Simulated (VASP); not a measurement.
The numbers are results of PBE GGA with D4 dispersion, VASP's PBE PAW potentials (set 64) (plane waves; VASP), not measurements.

VASP input:

### INCAR
```
ALGO  =  Normal
EDIFF  =  1E-6
EDIFFG  =  -0.01
ENCUT  =  520
GGA  =  PE
IBRION  =  2
ISIF  =  3
ISMEAR  =  1
IVDW  =  13
LASPH  =  T
LCHARG  =  F
LMAXMIX  =  6
LREAL  =  F
LWAVE  =  F
NELM  =  100
NSW  =  60
PREC  =  Accurate
SIGMA  =  0.1
SYSTEM  =  Dy
```

### POSCAR
```
Dy
1.0
  1.7950000000  -3.1090310000   0.0000000000
  1.7950000000   3.1090310000   0.0000000000
  0.0000000000   0.0000000000   5.6500000000
Dy
2
Direct
  0.3333330000   0.6666670000   0.2500000000
  0.6666670000   0.3333330000   0.7500000000
```

**KPOINTS**
```
Automatic mesh
0
Gamma
11 11 6
0 0 0
```

POTCAR, in this order: Dy_3 (PBE.64 set). Program: vasp_std.

The run wrote:

File OSZICAR:
```
       N       E                     dE             d eps       ncg     rms          rms(c)
DAV:   1     0.514958501246E+02    0.51496E+02   -0.88047E+03  1664   0.124E+03
DAV:   2    -0.563342569960E+01   -0.57129E+02   -0.55988E+02  1689   0.315E+02
DAV:   3    -0.893374362889E+01   -0.33003E+01   -0.30606E+01  2327   0.409E+01
DAV:   4    -0.905813601312E+01   -0.12439E+00   -0.12302E+00  2196   0.877E+00
DAV:   5    -0.906178050739E+01   -0.36445E-02   -0.36413E-02  2383   0.107E+00    0.241E+01
DAV:   6    -0.906302803516E+01   -0.12475E-02   -0.23616E-02  2526   0.143E+00    0.144E+01
DAV:   7    -0.907150649440E+01   -0.84785E-02   -0.43120E-02  2496   0.197E+00    0.239E-01
DAV:   8    -0.907119157381E+01    0.31492E-03   -0.24515E-03  2124   0.412E-01    0.630E-02
DAV:   9    -0.907120472623E+01   -0.13152E-04   -0.21920E-04  2071   0.136E-01    0.315E-02
DAV:  10    -0.907119809210E+01    0.66341E-05   -0.34639E-05  2171   0.477E-02    0.381E-02
DAV:  11    -0.907119893391E+01   -0.84182E-06   -0.36056E-06  1944   0.162E-02
   1 F= -.95739241E+01 E0= -.95743882E+01  d E =-.957392E+01
       N       E                     dE             d eps       ncg     rms          rms(c)
DAV:   1    -0.909858460360E+01   -0.27387E-01   -0.80869E-01  1664   0.733E+00    0.116E+00
DAV:   2    -0.907590935356E+01    0.22675E-01   -0.55926E-02  1924   0.251E+00    0.516E-01
DAV:   3    -0.906449673185E+01    0.11413E-01   -0.21068E-02  2453   0.126E+00    0.165E-01
DAV:   4    -0.906410643650E+01    0.39030E-03   -0.23140E-03  2132   0.429E-01    0.115E-01
DAV:   5    -0.906412217117E+01   -0.15735E-04   -0.20088E-04  1924   0.120E-01    0.120E-02
DAV:   6    -0.906412107475E+01    0.10964E-05   -0.12216E-05  2561   0.329E-02    0.842E-03
DAV:   7    -0.906411911883E+01    0.19559E-05   -0.57442E-07  1007   0.737E-03    0.276E-03
DAV:   8    -0.906411886918E+01    0.24965E-06   -0.33393E-07   922   0.542E-03
   2 F= -.95784450E+01 E0= -.95788035E+01  d E =-.452087E-02
       N       E                     dE             d eps       ncg     rms          rms(c)
DAV:   1    -0.906489798146E+01   -0.77886E-03   -0.25221E-03  1664   0.410E-01    0.652E-02
DAV:   2    -0.906482774046E+01    0.70241E-04   -0.17478E-04  1859   0.141E-01    0.288E-02
DAV:   3    -0.906479250880E+01    0.35232E-04   -0.65241E-05  2458   0.695E-02    0.885E-03
DAV:   4    -0.906479068531E+01    0.18235E-05   -0.74231E-06  2071   0.244E-02    0.595E-03
DAV:   5    -0.906478978035E+01    0.90496E-06   -0.53002E-07   887   0.673E-03
   3 F= -.95784567E+01 E0= -.95788221E+01  d E =-.453255E-02
       N       E                     dE             d eps       ncg     rms          rms(c)
DAV:   1    -0.906745794347E+01   -0.26673E-02   -0.60715E-02  1664   0.189E+00    0.165E-01
DAV:   2    -0.906663466430E+01    0.82328E-03   -0.14949E-03  2129   0.419E-01    0.113E-01
DAV:   3    -0.906624121083E+01    0.39345E-03   -0.46292E-04  2385   0.186E-01    0.606E-02
DAV:   4    -0.906622983843E+01    0.11372E-04   -0.91158E-05  2426   0.766E-02    0.300E-02
DAV:   5    -0.906622906178E+01    0.77665E-06   -0.46930E-06  1639   0.182E-02
   4 F= -.95790148E+01 E0= -.95795640E+01  d E =-.558155E-03
       N       E                     dE             d eps       ncg     rms          rms(c)
DAV:   1    -0.907122087164E+01   -0.49910E-02   -0.16440E-01  1664   0.311E+00    0.278E-01
DAV:   2    -0.906901567239E+01    0.22052E-02   -0.40089E-03  2139   0.687E-01    0.176E-01
DAV:   3    -0.906795475290E+01    0.10609E-02   -0.12537E-03  2368   0.306E-01    0.898E-02
DAV:   4    -0.906792308856E+01    0.31664E-04   -0.25119E-04  2441   0.127E-01    0.455E-02
DAV:   5    -0.906792214199E+01    0.94658E-06   -0.13512E-05  1918   0.304E-02    0.943E-03
DAV:   6    -0.906792238873E+01   -0.24674E-06   -0.10835E-06  1008   0.872E-03
   5 F= -.95792759E+01 E0= -.95802046E+01  d E =-.819189E-03
       N       E                     dE             d eps       ncg     rms          rms(c)
DAV:   1    -0.906779054598E+01    0.13160E-03   -0.75328E-03  1664   0.665E-01    0.605E-02
DAV:   2    -0.906768913774E+01    0.10141E-03   -0.18397E-04  2144   0.147E-01    0.365E-02
DAV:   3    -0.906763953835E+01    0.49599E-04   -0.58590E-05  2355   0.655E-02    0.182E-02
DAV:   4    -0.906763845766E+01    0.10807E-05   -0.10970E-05  2344   0.265E-02    0.953E-03
DAV:   5    -0.906763885313E+01   -0.39548E-06   -0.49920E-07   862   0.642E-03
   6 F= -.95792952E+01 E0= -.95801386E+01  d E =-.838481E-03
```

OUTCAR:
```
------------------------ aborting loop because EDIFF is reached ----------------------------------------
  Edisp (eV):   -0.51166
  FORCE on cell =-STRESS in cart. coord.  units (eV):
  Direction    XX          YY          ZZ          XY          YZ          ZX
  --------------------------------------------------------------------------------------
  Total       0.00367     0.00367     0.00446     0.00000     0.00000     0.00000
  in kB       0.09499     0.09499     0.11524     0.00000     0.00000     0.00000
  external pressure =        0.10 kB  Pullay stress =        0.00 kB
  volume of cell :       61.96
      direct lattice vectors                 reciprocal lattice vectors
     1.796501524 -3.111631716  0.000000000     0.278318717 -0.160687397  0.000000000
     1.796501524  3.111631716  0.000000000     0.278318717  0.160687397 -0.000000000
    -0.000000000  0.000000000  5.541927107    -0.000000000  0.000000000  0.180442648
 POSITION                                       TOTAL-FORCE (eV/Angst)
 -----------------------------------------------------------------------------------
      1.79650      1.03721      1.38548         0.000000      0.000000      0.000000
      1.79650     -1.03721      4.15645        -0.000000     -0.000000      0.000000
 -----------------------------------------------------------------------------------
    total drift:                                0.000000      0.000100     -0.000010
  FREE ENERGIE OF THE ION-ELECTRON SYSTEM (eV)
  ---------------------------------------------------
  free  energy   TOTEN  =        -9.5792951750 eV

  energy  without entropy=       -9.5818254144  energy(sigma->0) =       -9.58013859

 reached required accuracy - stopping structural energy minimisation
```
(Selected blocks of OUTCAR.)

### CONTCAR
```
Dy
   1.00000000000000
     1.7965015244205962   -3.1116317161143248    0.0000000000000000
     1.7965015244205962    3.1116317161143248    0.0000000000000000
    -0.0000000000000000    0.0000000000000000    5.5419271069745282
  Dy
     2
Direct
     0.3333330000000032    0.6666669999999968    0.2500000000000000
     0.6666669999999968    0.3333330000000032    0.7500000000000000
```

**OUTCAR**
```
 val. band max:        3.2736344137   @ k =   0.2727   0.0909   0.0000

 cond. band min:       3.2988721347   @ k =   0.4545  -0.0000   0.0000


 Fermi energy:         3.2775431097

 k-point     1 :       0.0000    0.0000    0.0000
  band No.  band energies     occupation
      1     -20.4016      2.00000
      2     -19.7883      2.00000
      3     -19.7883      2.00000
      4     -19.6613      2.00000
      5     -19.6613      2.00000
      6     -19.5973      2.00000
      7      -1.9103      2.00000
      8       1.0573      2.00000
      9       4.6989     -0.00000
     10       5.0346     -0.00000
     11       5.0346     -0.00000
     12       5.5666      0.00000
     13       5.7929      0.00000

 k-point     2 :       0.0909    0.0000    0.0000
  band No.  band energies     occupation
      1     -20.3826      2.00000
      2     -19.8251      2.00000
      3     -19.8013      2.00000
      4     -19.7008      2.00000
      5     -19.6656      2.00000
      6     -19.6072      2.00000
      7      -1.7107      2.00000
      8       1.2464      2.00000
      9       4.4295     -0.00000
     10       4.5868     -0.00000
     11       5.2244     -0.00000
     12       5.5640      0.00000
     13       5.9016      0.00000

 k-point     3 :       0.1818   -0.0000    0.0000
  band No.  band energies     occupation
      1     -20.3285      2.00000
      2     -19.9243      2.00000
      3     -19.8350      2.00000
      4     -19.8031      2.00000
      5     -19.6783      2.00000
      6     -19.6367      2.00000
      7      -1.1474      2.00000
      8       1.7312      2.00000
      9       3.7933     -0.00000
     10       3.9252     -0.00000
     11       5.0975     -0.00000
     12       5.5825      0.00000
     13       5.5895      0.00000

 k-point     4 :       0.2727    0.0000    0.0000
  band No.  band energies     occupation
      1     -20.2480      2.00000
      2     -20.0547      2.00000
      3     -19.9300      2.00000
...
```

The 4f electrons are frozen in the core of the lanthanide potential, so 4f levels, which can set the real gap, and their magnetism are missing.

The compound is Dy in the hcp structure. This run relaxes it. Symmetry was kept, so distortions that lower it aren't found.
